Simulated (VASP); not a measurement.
```
Ag2O
1.0
    4.71634     0.00000     0.00000
    0.00000     4.71634     0.00000
    0.00000     0.00000     4.71634
Ag O
4 2
Direct
  0.75000   0.25000   0.75000
  0.25000   0.75000   0.75000
  0.75000   0.75000   0.25000
  0.25000   0.25000   0.25000
  0.00000   0.00000   0.00000
  0.50000   0.50000   0.50000
```

These are AM05 GGA, VASP's PBE PAW potentials (set 64) (plane waves; VASP) values and carry that method's errors. Settings: 520 eV cut-off, Gaussian smearing of 0.050 eV, potentials Ag O.

### Question
Give the energies of bands 18 to 31 at the high-symmetry points, in eV from the valence-band maximum.

### Answer

| band | Γ | X | M | R |
|---|---|---|---|---|
| 18 | -3.03 | -3.16 | -3.36 | -3.05 |
| 19 | -3.03 | -3.01 | -3.11 | -3.05 |
| 20 | -2.82 | -3.01 | -3.11 | -2.81 |
| 21 | -2.82 | -2.77 | -3.00 | -2.81 |
| 22 | -2.82 | -2.77 | -3.00 | -2.81 |
| 23 | -2.65 | -2.67 | -2.01 | -2.73 |
| 24 | -2.65 | -2.67 | -2.01 | -2.73 |
| 25 | -2.65 | -1.64 | -1.66 | -1.76 |
| 26 | 0.00 | -1.64 | -1.66 | -0.70 |
| 27 | 0.00 | -0.48 | -0.84 | -0.70 |
| 28 | 0.00 | -0.48 | -0.84 | -0.70 |
| 29 | 0.03 | 2.07 | 2.07 | 2.52 |
| 30 | 1.96 | 2.07 | 2.07 | 2.52 |
| 31 | 1.96 | 4.71 | 3.72 | 2.52 |

The gap is direct, 0.02 eV, from the valence maximum at Γ to the conduction minimum at Γ.

The compound is Ag2O in the cuprite structure. It was relaxed first.
